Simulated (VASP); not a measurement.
# CoSi (relaxed from the WC structure, space group P-6m2): computed properties

The numbers are results of PBEsol GGA, VASP's PBE PAW potentials (set 64) (plane waves; VASP), not measurements.

For CoSi, the space group is P-6m2 (187). The cell is a = 3.320 Å, b = 3.320 Å, c = 2.532 Å, α = 90.00°, β = 90.00°, γ = 120.00°. The volume per atom is 12.08 Å³/atom, the band gap (over mesh and band path) comes out as none (metal, semimetal or under 0.01 eV) and the density is 5.98 g/cm³.

CoSi is taken in the hexagonal space group P-6m2 (No. 187), Pearson symbol hP2. Conventional cell: a = 3.3201 Å, b = 3.3201 Å, c = 2.5316 Å, α = 90.00°, β = 90.00°, γ = 120.00°. Co on 1a is surrounded by 6 Si at 2.297 Å and 2 Co at 2.532 Å. Si on 1f is surrounded by 6 Co at 2.297 Å and 2 Si at 2.532 Å. (Neighbours: up to the widest gap in distance over summed covalent radii, below 1.35, at either atom; cation-cation and far metal-metal contacts left out.)

The structure was generated: CoSi was put into the WC type (P-6m2), which need not be its known phase. It was relaxed first. Symmetry was kept, so distortions that lower it aren't found.
